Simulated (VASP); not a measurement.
```
CELL_PARAMETERS angstrom
      4.71634     0.00000     0.00000
      0.00000     4.71634     0.00000
      0.00000     0.00000     4.71634
ATOMIC_POSITIONS crystal
  Ag 0.75000 0.25000 0.75000
  Ag 0.25000 0.75000 0.75000
  Ag 0.75000 0.75000 0.25000
  Ag 0.25000 0.25000 0.25000
  O  0.00000 0.00000 0.00000
  O  0.50000 0.50000 0.50000
```

These are AM05 GGA, VASP's PBE PAW potentials (set 64) (plane waves; VASP 6.6.1) values and carry that method's errors. Settings: 520 eV cut-off, Gaussian smearing of 0.050 eV, potentials Ag O.

Problem. Predict the band gap (along the path) with the smallest direct gap where there is one.

Solution. 
| Quantity | Value |
|---|---|
| band gap (along the path) | 0.02 eV |
| smallest direct gap (along the path) | 0.02 eV |

The absolute energy has meaning only against runs of the same code, potentials and settings.

The compound is Ag2O in the cuprite structure. It was relaxed first.
